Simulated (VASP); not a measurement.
Al:

```xyz
2
Lattice="2.8633 0.0000 0.0000 -1.4317 2.4797 0.0000 0.0000 0.0000 4.6758" Properties=species:S:1:pos:R:3 pbc="T T T"
Al    0.0000    1.6532    1.1690
Al    1.4317    0.8266    3.5069
```

This isn't the form of Al at room conditions, which is fcc.

```yaml
Program: VASP 6.6.1
Task: relaxation of cell and atoms
Functional: LDA
Potentials_or_basis: VASP PAW LDA potentials, release 64 (Al)
Cutoff: 600 eV
k_mesh: 18 × 18 × 10
Occupations: gaussian, width 0.1 eV
Spin: no spin polarisation
```

At the start: pressure -2.9 GPa; volume 16.60 Å³/atom.

Q: Where does the relaxation end?

A: Over 9 steps the energy falls by 6.1 meV/atom and the volume is 15.95 Å³/atom (-3.9 %); space group P6_3/mmc (No. 194, to 0.05 Å).

The path:
```csv
step,energy change (eV),largest force (eV/Å),pressure (GPa),volume (Å³)
1,0.0000,0.0000,-2.91,33.20
2,-0.0120,0.0000,0.34,31.77
3,-0.0122,0.0000,0.00,31.91
4,-0.0122,0.0000,-0.06,31.93
5,-0.0122,0.0000,-0.06,31.93
6,-0.0122,0.0000,-0.05,31.93
7,-0.0122,0.0000,-0.05,31.93
8,-0.0122,0.0000,0.06,31.88
9,-0.0122,0.0000,0.00,31.91
```

Final structure:
```xyz
2
Lattice="2.8294 0.0000 0.0000 -1.4147 2.4503 0.0000 0.0000 0.0000 4.6021" Properties=species:S:1:pos:R:3 pbc="T T T"
Al    0.0000    1.6336    1.1505
Al    1.4147    0.8168    3.4515
```
